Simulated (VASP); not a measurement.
## Lattice vibrations of Dysprosium

Aim: the phonon dispersion and thermal properties of Dysprosium. The start is a cell from a database of measured crystal structures.

Program: VASP 6.6.1. Level of theory: PBEsol, 4f electrons in the core; plane waves and PAW (Dy_3). Results are calculated unless marked as measured.

**1. Set-up**

Symmetry: P6_3/mmc, No. 194, hexagonal system. Conventional cell: a = 3.590 Å, b = 3.590 Å, c = 5.647 Å, α = 90.00°, β = 90.00°, γ = 120.00°. Nearest to Dy lie 12 Dy at 3.50 to 3.59 Å.

As a file:

```cif
data_structure
_symmetry_space_group_name_H-M 'P 1'
_symmetry_Int_Tables_number 1
_cell_length_a 3.5903
_cell_length_b 3.5903
_cell_length_c 5.6475
_cell_angle_alpha 90.000
_cell_angle_beta 90.000
_cell_angle_gamma 120.000
_cell_volume 63.04
loop_
_atom_site_label
_atom_site_type_symbol
_atom_site_fract_x
_atom_site_fract_y
_atom_site_fract_z
_atom_site_occupancy
Dy1 Dy 0.66667 0.33333 0.75000 1
Dy2 Dy 0.33333 0.66667 0.25000 1
```

**2. Relax the host**

Cell and atoms are relaxed first, so that later runs start from this functional's own cell.

The input, INCAR:

```
SYSTEM = Dy
PREC = Accurate
ENCUT = 350
EDIFF = 1E-06
NELM = 120
ISMEAR = 1
SIGMA = 0.15
LREAL = .FALSE.
ALGO = Normal
GGA = PS
NBANDS = 15
LASPH = .TRUE.
LORBIT = 11
LWAVE = .FALSE.
LCHARG = .FALSE.
KPAR = 4
IBRION = 2
NSW = 40
ISIF = 3
EDIFFG = -0.02
POTIM = 0.4
```

The input, POSCAR:

```
Dy
1.0
    3.5903000000      0.0000000000      0.0000000000
   -1.7951500000      3.1092910072      0.0000000000
    0.0000000000      0.0000000000      5.6475000000
Dy
2
Direct
    0.6666666667      0.3333333333      0.7500000000
    0.3333333333      0.6666666667      0.2500000000
```

The input, KPOINTS:

```
Automatic mesh
0
Gamma
11 11 6
0 0 0
```

PAW data sets: Dy_3 (PBE family, release 64).

The run is started by

```sh
$ mpirun -np 4 vasp_std
```

The log of the run:

```text
[banner, memory and clock lines left out]
running    4 mpi-ranks, on    1 nodes
 distrk:  each k-point on    1 cores,    4 groups
 distr:  one band on    1 cores,    1 groups

 POSCAR found type information on POSCAR Dy
 POSCAR found :  1 types and       2 ions
|                                                                             |
|               ----> ADVICE to this user running VASP <----                  |
|                                                                             |
|     You enforced a specific xc type in the INCAR file but a different       |
|     [... a line on the potential file left out ...]
|     I HOPE YOU KNOW WHAT YOU ARE DOING!                                     |
|                                                                             |

 LDA part: xc-table for (Slater+PW92), standard interpolation
 POSCAR, INCAR and KPOINTS ok, starting setup
 FFT: planning ... GRIDC
 FFT: planning ... GRID_SOFT
 FFT: planning ... GRID
 WAVECAR not read
 entering main loop
       N       E                     dE             d eps       ncg     rms          rms(c)
DAV:   1     0.410614087265E+02    0.41061E+02   -0.70974E+03  1920   0.812E+02
DAV:   2    -0.774355123031E+01   -0.48805E+02   -0.47305E+02  1983   0.240E+02
DAV:   3    -0.986853076405E+01   -0.21250E+01   -0.19906E+01  2785   0.303E+01
DAV:   4    -0.991728929814E+01   -0.48759E-01   -0.48617E-01  2219   0.538E+00
DAV:   5    -0.991906950667E+01   -0.17802E-02   -0.17795E-02  3084   0.764E-01    0.239E+01
DAV:   6    -0.990894545668E+01    0.10124E-01   -0.26333E-02  2949   0.127E+00    0.143E+01
DAV:   7    -0.991285816884E+01   -0.39127E-02   -0.47369E-02  3114   0.171E+00    0.241E-01
DAV:   8    -0.991240447918E+01    0.45369E-03   -0.28169E-03  2620   0.392E-01    0.560E-02
DAV:   9    -0.991240704948E+01   -0.25703E-05   -0.24668E-04  2583   0.126E-01    0.281E-02
DAV:  10    -0.991240206753E+01    0.49819E-05   -0.28265E-05  2669   0.383E-02    0.272E-02
DAV:  11    -0.991240207454E+01   -0.70104E-08   -0.19575E-06  2214   0.116E-02
   1 F= -.99124021E+01 E0= -.99132988E+01  d E =-.991240E+01
 curvature:   0.00 expect dE= 0.000E+00 dE for cont linesearch  0.000E+00
 trial: gam= 0.00000 g(F)=  0.186E-50 g(S)=  0.369E-01 ort = 0.000E+00 (trialstep = 0.100E+01)
 search vector abs. value=  0.369E-01
 bond charge predicted
       N       E                     dE             d eps       ncg     rms          rms(c)
DAV:   1    -0.100606320993E+02   -0.14823E+00   -0.25238E+00  1941   0.115E+01    0.198E+00
DAV:   2    -0.997482799325E+01    0.85804E-01   -0.22139E-01  2102   0.443E+00    0.968E-01
DAV:   3    -0.993266051105E+01    0.42167E-01   -0.98485E-02  2924   0.237E+00    0.337E-01
DAV:   4    -0.993264220657E+01    0.18304E-04   -0.56689E-03  2811   0.568E-01    0.258E-01
DAV:   5    -0.993261149636E+01    0.30710E-04   -0.74030E-04  2235   0.176E-01    0.270E-02
DAV:   6    -0.993259676002E+01    0.14736E-04   -0.50589E-05  2987   0.664E-02    0.156E-02
DAV:   7    -0.993259179267E+01    0.49674E-05   -0.75685E-06  2452   0.219E-02    0.329E-03
DAV:   8    -0.993259176802E+01    0.24646E-07   -0.37606E-07  1779   0.634E-03
   2 F= -.99325918E+01 E0= -.99333332E+01  d E =-.201897E-01
[...]
3 F= -.99326878E+01 E0= -.99334167E+01  d E =-.202857E-01
[...]
4 F= -.99326808E+01 E0= -.99334058E+01  d E =-.202787E-01
 curvature:  -0.54 expect dE=-0.725E-04 dE for cont linesearch -0.920E-05
 ZBRENT: bracketing found
 ZBRENT: accuracy reached
 trial: gam= 0.02521 g(F)=  0.140E-49 g(S)=  0.135E-03 ort =-0.795E-03 (trialstep = 0.102E+01)
 search vector abs. value=  0.118E-03
 bond charge predicted
       N       E                     dE             d eps       ncg     rms          rms(c)
DAV:   1    -0.993293671144E+01   -0.25607E-03   -0.80068E-03  1920   0.595E-01    0.579E-02
DAV:   2    -0.993282804248E+01    0.10867E-03   -0.19763E-04  2718   0.139E-01    0.383E-02
DAV:   3    -0.993277674061E+01    0.51302E-04   -0.55146E-05  2655   0.577E-02    0.185E-02
DAV:   4    -0.993277627525E+01    0.46536E-06   -0.98566E-06  2515   0.221E-02
   5 F= -.99327763E+01 E0= -.99335204E+01  d E =-.955160E-04
 trial-energy change:   -0.000096  1 .order   -0.000097   -0.000117   -0.000076
 step:   2.9023(harm=  2.9023)  dis= 0.00000  next Energy=    -9.932848 (dE=-0.167E-03)
 reached required accuracy - stopping structural energy minimisation
```

Elapsed: 17 s, on 4 MPI ranks of Intel Xeon 6975P-C (Granite Rapids), shared host; peak memory 0.65 GiB.

Lines that name or quote the potential files are left out of all logs, and their timing lines are given in words.

Parts of OUTCAR (step 2):

```text
ion  position               nearest neighbor table
   1  0.667  0.333  0.750-   2 3.50   2 3.50   2 3.50   2 3.50   2 3.50   2 3.50
   2  0.333  0.667  0.250-   1 3.50   1 3.50   1 3.50   1 3.50   1 3.50   1 3.50

  LATTYP: Found a hexagonal cell.
 ALAT       =     3.5903000000
 C/A-ratio  =     1.5729883297

 Subroutine GETGRP returns: Found 24 space group operations
 (whereof 12 operations were pure point group operations)

The static configuration has the point symmetry D_3d.
 The point group associated with its full space group is D_6h.

 Found     64 irreducible k-points:

   k-points           NKPTS =     64   k-points in BZ     NKDIM =     64   number of bands    NBANDS=     15

   dimension x,y,z NGX =    24 NGY =   24 NGZ =   36
   dimension x,y,z NGXF=    48 NGYF=   48 NGZF=   72

   ENCUT  =  350.0 eV  25.72 Ry    5.07 a.u.   5.48  5.48  8.61*2*pi/ulx,y,z

   NELECT =      18.0000    total number of electrons

 k-points in reciprocal lattice and weights: Automatic mesh
   0.00000000  0.00000000  0.00000000       0.001
   0.09090909  0.00000000  0.00000000       0.008
   0.18181818  0.00000000  0.00000000       0.008
   0.27272727 -0.00000000  0.00000000       0.008
   0.36363636 -0.00000000  0.00000000       0.008
   0.45454545  0.00000000  0.00000000       0.008
   0.09090909  0.09090909  0.00000000       0.008
   0.18181818  0.09090909  0.00000000       0.017
   0.27272727  0.09090909  0.00000000       0.017
[...]
0.27272727  0.27272727  0.50000000       0.008
   0.36363636  0.27272727  0.50000000       0.008

 average (electrostatic) potential at core
       1 -34.5091       2 -34.5091

 E-fermi :   3.2932

 k-point     1 :       0.0000    0.0000    0.0000
  band No.  band energies     occupation
    ...
      4     -19.4846      2.00000
      5     -19.4846      2.00000
      6     -19.4252      2.00000
      7      -1.9614      2.00000
      8       0.9893      2.00000
      9       4.7956     -0.00000
     10       5.0856     -0.00000
     11       5.0856     -0.00000
     12       5.5277     -0.00000
     13       5.8490     -0.00000
    ...

 k-point     2 :       0.0909    0.0000    0.0000
  band No.  band energies     occupation
    ...
      4     -19.5306      2.00000
      5     -19.4898      2.00000
      6     -19.4356      2.00000
      7      -1.7516      2.00000
      8       1.1903      2.00000
      9       4.5070     -0.00000
     10       4.6129     -0.00000
     11       5.2854     -0.00000
     12       5.6052     -0.00000
     13       5.8853     -0.00000
    ...

 k-point     3 :       0.1818    0.0000    0.0000
  band No.  band energies     occupation
    ...
      4     -19.6496      2.00000
      5     -19.5052      2.00000
      6     -19.4670      2.00000
      7      -1.1621      2.00000
      8       1.7032      2.00000
      9       3.8289     -0.00001
     10       3.9414     -0.00000
     11       5.1138     -0.00000
     12       5.6718     -0.00000
     13       5.7004     -0.00000
    ...

  Total        0.0386209      0.0386209     -0.0166368      0.0000000      0.0000000      0.0000000
  in kB        1.0312985      1.0312985     -0.4442556      0.0000000      0.0000000      0.0000000
  external PRESSURE =       0.5394471 kB  Pullay stress =       0.0000000 kB

  energy-cutoff  :      350.00
  volume of cell :       60.00
      direct lattice vectors                 reciprocal lattice vectors
     3.542184778  0.000000000  0.000000000     0.282311642  0.162992702 -0.000000000
    -1.771092389  3.067622002  0.000000000     0.000000000  0.325985405 -0.000000000
     0.000000000  0.000000000  5.521733230     0.000000000  0.000000000  0.181102556

 POSITION                                       TOTAL-FORCE (eV/Angst)
 -----------------------------------------------------------------------------------
      1.77109      1.02254      4.14130        -0.000000      0.000000      0.000000
     -0.00000      2.04508      1.38043         0.000000     -0.000000      0.000000
 -----------------------------------------------------------------------------------
    total drift:                               -0.000000      0.000000     -0.000000

  FREE ENERGIE OF THE ION-ELECTRON SYSTEM (eV)
  ---------------------------------------------------
  free  energy   TOTEN  =        -9.9327762752 eV

  energy  without entropy=       -9.9350085525  energy(sigma->0) =       -9.93352037

 reached required accuracy - stopping structural energy minimisation

 total charge
# of ion       s       p       d       tot
------------------------------------------
    1        0.458   6.400   1.164   8.022
    2        0.458   6.400   1.164   8.022
--------------------------------------------------
tot          0.916  12.800   2.328  16.044

[... 3 further parts left out ...]
```

CONTCAR:

```
Dy
   1.00000000000000
     3.5421847775673068    0.0000000000000000    0.0000000000000000
    -1.7710923887836534    3.0676220022648413    0.0000000000000000
     0.0000000000000000    0.0000000000000000    5.5217332299700255
  Dy
     2
Direct
     0.6666666667000030    0.3333333332999970    0.7500000000000000
     0.3333333332999970    0.6666666667000030    0.2500000000000000
```

The data set Dy_3 holds the 4f electrons frozen in the core, so no f bands or f moments appear. The k-mesh is coarse for a metal. The PAW data sets were made with PBE, which is usual practice but a small mismatch for other functionals. The run keeps the 24 symmetry operations of its start, so it cannot find a distortion of lower symmetry.

Relaxation path:

```
step  energy less that of the first step (eV)  largest force (eV/Å)  pressure (GPa)  volume (Å³)
   1                                   0.0000                0.0000           -1.99        63.04
   2                                  -0.0202                0.0000           -0.12        60.23
   3                                  -0.0203                0.0000            0.01        60.04
   4                                  -0.0203                0.0000            0.07        59.98
   5                                  -0.0204                0.0000            0.05        60.00
```

```
conventional cell, symmetrised  before  after  change
                         a (Å)   3.590  3.542  -1.3 %
                         b (Å)   3.590  3.542  -1.3 %
                         c (Å)   5.647  5.522  -2.2 %
              volume (Å³/atom)   31.52  30.00  -4.8 %
```

Final coordinates:

```
Dy
1.0
     3.54218    0.00000    0.00000
    -1.77109    3.06762    0.00000
     0.00000    0.00000    5.52173
Dy
2
Cartesian
  1.7711 1.0225 4.1413
  0.0000 2.0451 1.3804
```

Numbers from this step:

- electronic cycles: 33
- electrons: 18
- free energy (TOTEN): -9.933 eV
- energy at zero smearing: -9.934 eV
- Fermi energy: 3.293 eV
- pressure: 0.05394 GPa
- labelled metallic, from the levels on this mesh: yes

The run ended after 5 ionic steps, 0.020 eV below its first step, once forces and stress met EDIFFG = -0.02.

**3. Tight relaxation**

Force constants are second derivatives, so residual forces and stress must first be far smaller than in an ordinary relaxation. Smearing differs from the relaxation before, which can move the cell too.

The input, INCAR:

```
SYSTEM = Dy
PREC = Accurate
ENCUT = 350
EDIFF = 1E-08
NELM = 120
ISMEAR = 1
SIGMA = 0.2
LREAL = .FALSE.
ALGO = Fast
GGA = PS
NBANDS = 15
LASPH = .TRUE.
LORBIT = 11
LWAVE = .FALSE.
LCHARG = .FALSE.
KPAR = 4
IBRION = 1
NSW = 30
ISIF = 3
EDIFFG = -0.002
POTIM = 0.4
```

The input, POSCAR:

```
Dy
1.0
    3.5421847776      0.0000000000      0.0000000000
   -1.7710923888      3.0676220023      0.0000000000
    0.0000000000      0.0000000000      5.5217332300
Dy
2
Direct
    0.6666666667      0.3333333333      0.7500000000
    0.3333333333      0.6666666667      0.2500000000
```

KPOINTS is that of step 2.

The run is started by

```sh
$ mpirun -np 4 vasp_std
```

The log of the run:

```text
[banner, memory and clock lines left out]
running    4 mpi-ranks, on    1 nodes
 distrk:  each k-point on    1 cores,    4 groups
 distr:  one band on    1 cores,    1 groups

 POSCAR found type information on POSCAR Dy
 POSCAR found :  1 types and       2 ions
 [... a notice as in an earlier step ...]

 LDA part: xc-table for (Slater+PW92), standard interpolation
 POSCAR, INCAR and KPOINTS ok, starting setup
 FFT: planning ... GRIDC
 FFT: planning ... GRID_SOFT
 FFT: planning ... GRID
 WAVECAR not read
 entering main loop
       N       E                     dE             d eps       ncg     rms          rms(c)
DAV:   1     0.410289269089E+02    0.41029E+02   -0.70882E+03  1928   0.816E+02
DAV:   2    -0.778243084322E+01   -0.48811E+02   -0.47434E+02  2046   0.240E+02
DAV:   3    -0.988496025039E+01   -0.21025E+01   -0.19198E+01  2739   0.298E+01
DAV:   4    -0.993033090849E+01   -0.45371E-01   -0.45277E-01  2216   0.545E+00
DAV:   5    -0.993198729344E+01   -0.16564E-02   -0.16560E-02  3081   0.775E-01    0.248E+01
RMM:   6    -0.992561725626E+01    0.63700E-02   -0.18598E-02  1920   0.115E+00    0.148E+01
RMM:   7    -0.993212632558E+01   -0.65091E-02   -0.70454E-02  2183   0.172E+00    0.284E-01
RMM:   8    -0.993181243906E+01    0.31389E-03   -0.43013E-03  2173   0.597E-01    0.111E-01
RMM:   9    -0.993165124653E+01    0.16119E-03   -0.59233E-04  2057   0.217E-01    0.374E-02
RMM:  10    -0.993165094113E+01    0.30540E-06   -0.13519E-04  2133   0.993E-02    0.231E-02
RMM:  11    -0.993165225717E+01   -0.13160E-05   -0.20803E-05  2268   0.449E-02    0.430E-03
RMM:  12    -0.993165266128E+01   -0.40411E-06   -0.36705E-06  2248   0.220E-02    0.213E-03
RMM:  13    -0.993165268949E+01   -0.28207E-07   -0.11395E-06  2262   0.116E-02    0.125E-03
RMM:  14    -0.993165272613E+01   -0.36644E-07   -0.26421E-07  2234   0.607E-03    0.322E-04
RMM:  15    -0.993165273451E+01   -0.83826E-08   -0.60533E-08  1678   0.260E-03
   1 F= -.99316527E+01 E0= -.99324735E+01  d E =-.993165E+01
 BRION: g(F)=  0.506E-48 g(S)=  0.217E-04
 bond charge predicted
       N       E                     dE             d eps       ncg     rms          rms(c)
DAV:   1    -0.993172001762E+01   -0.67291E-04   -0.14392E-03  2760   0.266E-01    0.400E-02
RMM:   2    -0.993168450501E+01    0.35513E-04   -0.63571E-05  2028   0.833E-02    0.193E-02
RMM:   3    -0.993166751001E+01    0.16995E-04   -0.42841E-05  2071   0.450E-02    0.777E-03
RMM:   4    -0.993166794111E+01   -0.43109E-06   -0.10309E-05  2099   0.256E-02    0.398E-03
RMM:   5    -0.993166797754E+01   -0.36429E-07   -0.18401E-06  2368   0.107E-02    0.282E-03
RMM:   6    -0.993166783862E+01    0.13891E-06   -0.26950E-07  2067   0.516E-03    0.105E-03
RMM:   7    -0.993166785330E+01   -0.14678E-07   -0.10572E-07  1907   0.294E-03    0.498E-04
RMM:   8    -0.993166784792E+01    0.53781E-08   -0.20327E-08  1400   0.158E-03
   2 F= -.99316678E+01 E0= -.99325110E+01  d E =-.151134E-04
[...]
3 F= -.99316726E+01 E0= -.99325300E+01  d E =-.476757E-05
 BRION: g(F)=  0.743E-49 g(S)=  0.203E-05 retain N=  2 mean eig= 1.94
 eig:   1.149  2.729
 bond charge predicted
       N       E                     dE             d eps       ncg     rms          rms(c)
DAV:   1    -0.993169605738E+01   -0.23451E-04   -0.10361E-03  2186   0.214E-01    0.207E-02
RMM:   2    -0.993168180160E+01    0.14256E-04   -0.19102E-05  2050   0.469E-02    0.124E-02
RMM:   3    -0.993167543866E+01    0.63629E-05   -0.10262E-05  2099   0.216E-02    0.685E-03
RMM:   4    -0.993167552216E+01   -0.83497E-07   -0.18423E-06  2303   0.114E-02    0.259E-03
RMM:   5    -0.993167552585E+01   -0.36946E-08   -0.29866E-07  2250   0.466E-03    0.484E-04
RMM:   6    -0.993167553716E+01   -0.11306E-07   -0.63767E-08  1884   0.243E-03    0.356E-04
RMM:   7    -0.993167553969E+01   -0.25336E-08   -0.13274E-08  1337   0.125E-03
   4 F= -.99316755E+01 E0= -.99325553E+01  d E =-.292420E-05
 BRION: g(F)=  0.231E-47 g(S)=  0.640E-08 retain N=  1 mean eig= 2.80
 eig:   2.805
 reached required accuracy - stopping structural energy minimisation
```

It took 19 s on 4 MPI ranks; peak memory 0.64 GiB; 64 s of CPU time.

OUTCAR, selected parts (step 3):

```text
  LATTYP: Found a hexagonal cell.
 ALAT       =     3.5421847776
 C/A-ratio  =     1.5588495736

 Found     64 irreducible k-points:

   ENCUT  =  350.0 eV  25.72 Ry    5.07 a.u.   5.40  5.40  8.42*2*pi/ulx,y,z

   NELECT =      18.0000    total number of electrons

 E-fermi :   3.2742

 k-point     1 :       0.0000    0.0000    0.0000
  band No.  band energies     occupation
    ...
      4     -19.4933      2.00000
      5     -19.4933      2.00000
      6     -19.4327      2.00000
      7      -1.9647      2.00000
      8       0.9889      2.00000
      9       4.7982     -0.00000
     10       5.0767     -0.00000
     11       5.0767     -0.00000
     12       5.5353     -0.00000
     13       5.8432     -0.00000
    ...

 k-point     2 :       0.0909    0.0000    0.0000
  band No.  band energies     occupation
    ...
      4     -19.5389      2.00000
      5     -19.4984      2.00000
      6     -19.4433      2.00000
      7      -1.7554      2.00000
      8       1.1891      2.00000
      9       4.5087     -0.00000
     10       4.6060     -0.00000
     11       5.2760     -0.00000
     12       5.6007     -0.00000
     13       5.8911     -0.00000
    ...

  Total        0.0003943      0.0003943      0.0001436      0.0000000      0.0000000      0.0000000
  in kB        0.0105183      0.0105183      0.0038315      0.0000000      0.0000000      0.0000000
  external PRESSURE =       0.0082893 kB  Pullay stress =       0.0000000 kB

  energy-cutoff  :      350.00
  volume of cell :       60.06
      direct lattice vectors                 reciprocal lattice vectors
     3.545297374  0.000000000  0.000000000     0.282063786  0.162849603  0.000000000
    -1.772648687  3.070317590  0.000000000     0.000000000  0.325699206  0.000000000
     0.000000000 -0.000000000  5.517440841     0.000000000 -0.000000000  0.181243448

 POSITION                                       TOTAL-FORCE (eV/Angst)
 -----------------------------------------------------------------------------------
      1.77265      1.02344      4.13808         0.000000     -0.000000      0.000000
     -0.00000      2.04688      1.37936        -0.000000      0.000000      0.000000
 -----------------------------------------------------------------------------------
    total drift:                                0.000000     -0.000000      0.000000

  FREE ENERGIE OF THE ION-ELECTRON SYSTEM (eV)
  ---------------------------------------------------
  free  energy   TOTEN  =        -9.9316755397 eV

  energy  without entropy=       -9.9343147654  energy(sigma->0) =       -9.93255528

 total charge
# of ion       s       p       d       tot
------------------------------------------
    1        0.458   6.399   1.164   8.020
    2        0.458   6.399   1.164   8.020
--------------------------------------------------
tot          0.915  12.798   2.327  16.041

[... 5 parts as in an earlier step ...]

[... 7 further parts left out ...]
```

CONTCAR:

```
Dy
   1.00000000000000
     3.5452973744819136    0.0000000000000000    0.0000000000000000
    -1.7726486872409568    3.0703175902714772    0.0000000000000000
     0.0000000000000000   -0.0000000000000000    5.5174408412791482
  Dy
     2
Direct
     0.6666666667000030    0.3333333332999970    0.7500000000000000
     0.3333333332999970    0.6666666667000030    0.2500000000000000
```

Little changed from the start: no atom moved by 0.005 Å and no cell edge by 0.1 %.

This step gave:

```yaml
electronic_cycles: 36
free_energy_toten: -9.932 eV
energy_at_zero_smearing: -9.933 eV
fermi_energy: 3.274 eV
pressure: 8.29e-4 GPa
```

The run ended after 4 ionic steps, 0.000 eV below its first step, once forces and stress met EDIFFG = -0.002.

[end of part 1 of 3]

[Lines on the potential files, build, host, timing and source positions are cut from VASP's logs without a mark.]

[Logs are printed without paths, hosts, clocks, repeated set-up lines and the standing remarks that a program may print on its own settings, such as how far it seeks lower states.]

[Hosts, paths, dates, database ids (printed as entryN), source tags and the programs' standing remarks are cut or masked in the printed files.]

[Runs that stopped without an error message from VASP are left out.]
